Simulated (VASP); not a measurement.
Input of a VASP 6.6.1 run:

File INCAR:

```
SYSTEM = PmTe
PREC = Accurate
ENCUT = 520
EDIFF = 1E-6
ISMEAR = 0
SIGMA = 0.05
LREAL = .False.
LASPH = .True.
NELM = 120
ALGO = Normal
ISIF = 2
LWAVE = .False.
LCHARG = .False.
ISPIN = 2
MAGMOM = 1.86 0
LORBIT = 11
LMAXMIX = 6
GGA = PS
NBANDS = 22
```

File KPOINTS:

```
Automatic mesh
0
Gamma
  5 5 5
  0 0 0
```

Contents of POSCAR:

```
PmTe
1.0
    3.7629149800      0.0000000000      0.0000000000
    0.0000000000      3.7629149800      0.0000000000
    0.0000000000      0.0000000000      3.7629149800
Pm Te
1 1
Direct
    0.0000000000      0.0000000000      0.0000000000
    0.5000000000      0.5000000000      0.5000000000
```

Potentials or basis: VASP PAW PBE potentials, release 64 (Pm, Te).

The run is started by

```bash
$ cat potpaw_PBE.64/Pm/POTCAR potpaw_PBE.64/Te/POTCAR > POTCAR
$ mpirun -np 1 vasp_std > vasp.out
```

**Question.** Estimate the band gap on the k mesh.

**Answer.** None (metal or under the smearing width).

**Question.** Predict the pressure.

**Answer.** 3.6 GPa.

**Question.** Estimate the net moment.

**Answer.** 4.97 μB per cell.

**Question.** Predict the site moments.

**Answer.** Pm +4.54; Te -0.09 μB.

Caveat: the magnetic or orbital state may not be the lowest; the PAW data sets were made with another functional, which shifts forces and pressure a little; spin-orbit coupling is left out, which moves the levels of the heavy elements; without U or exact exchange the open f shell lies at the Fermi level, which spoils levels, moments and volumes. The state reached can hang on the start; a lower one may exist.
